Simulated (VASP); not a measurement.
```
CELL_PARAMETERS angstrom
      4.00327     0.00000     0.00000
      0.00000     4.00327     0.00000
      0.00000     0.00000     4.00327
ATOMIC_POSITIONS crystal
  K  0.00000 0.00000 0.00000
  Mg 0.50000 0.50000 0.50000
  F  0.50000 0.00000 0.50000
  F  0.00000 0.50000 0.50000
  F  0.50000 0.50000 0.00000
```

The numbers are results of vdW-DF-cx, VASP's PBE PAW potentials (set 64) (plane waves; VASP 6.6.1), not measurements. Numerical set-up: 520 eV cut-off, Gaussian smearing of 0.050 eV, potentials K_sv Mg F.

**Question.** Give the energies of bands 8 to 17 at the high-symmetry points, in eV from the valence-band maximum.

**Answer.** 
```json
[
 {"band": "8", "Γ": "-2.39", "X": "-2.25", "M": "-3.04", "R": "-3.82"},
 {"band": "9", "Γ": "-2.39", "X": "-2.25", "M": "-2.10", "R": "-1.65"},
 {"band": "10", "Γ": "-2.39", "X": "-2.13", "M": "-1.85", "R": "-1.65"},
 {"band": "11", "Γ": "-0.61", "X": "-1.41", "M": "-1.11", "R": "-1.65"},
 {"band": "12", "Γ": "-0.61", "X": "-0.85", "M": "-1.02", "R": "-1.10"},
 {"band": "13", "Γ": "-0.61", "X": "-0.85", "M": "-1.02", "R": "-1.10"},
 {"band": "14", "Γ": "-0.32", "X": "-0.85", "M": "-0.88", "R": "0.00"},
 {"band": "15", "Γ": "-0.32", "X": "-0.52", "M": "-0.88", "R": "0.00"},
 {"band": "16", "Γ": "-0.32", "X": "-0.52", "M": "-0.02", "R": "0.00"},
 {"band": "17", "Γ": "7.35", "X": "10.13", "M": "10.92", "R": "10.46"}
]
```

The gap is indirect, 7.35 eV, from the valence maximum at R to the conduction minimum at Γ.

Measured: gap 12.40 eV (computed value off by -5.05 eV), as given by M. Sahnoun et al., Materials Chemistry and Physics (2004), doi:10.1016/j.matchemphys.2004.11.019.

The compound is KMgF3 in the cubic perovskite structure. It was relaxed first.
